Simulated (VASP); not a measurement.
Given:

```xyz
2
Lattice="0.0000 3.6020 3.6020 3.6020 0.0000 3.6020 3.6020 3.6020 0.0000" Properties=species:S:1:pos:R:3 pbc="T T T"
Pb     0.0000     0.0000     0.0000
Te     1.8010     1.8010     1.8010
```

Level of theory: PBEsol GGA, VASP's PBE PAW potentials (set 64) (plane waves; VASP 6.6.1). Run with 400 eV cut-off, Gaussian smearing of 0.050 eV, potentials Pb_d Te.

Unless said otherwise, spin-orbit coupling is left out, though it shifts the bands of the heavy elements here.

Q: What does the run give for the band gap (along the path) with the smallest direct gap where there is one?

A: 
```yaml
band gap (along the path): 0.44 eV
smallest direct gap (along the path): 1.11 eV
```

Only differences to runs with the same potentials and settings are physical.

The structure was generated: PbTe was put into the zinc blende type (F-43m), which need not be its known phase. It was relaxed first, which changed the volume by +33 %.
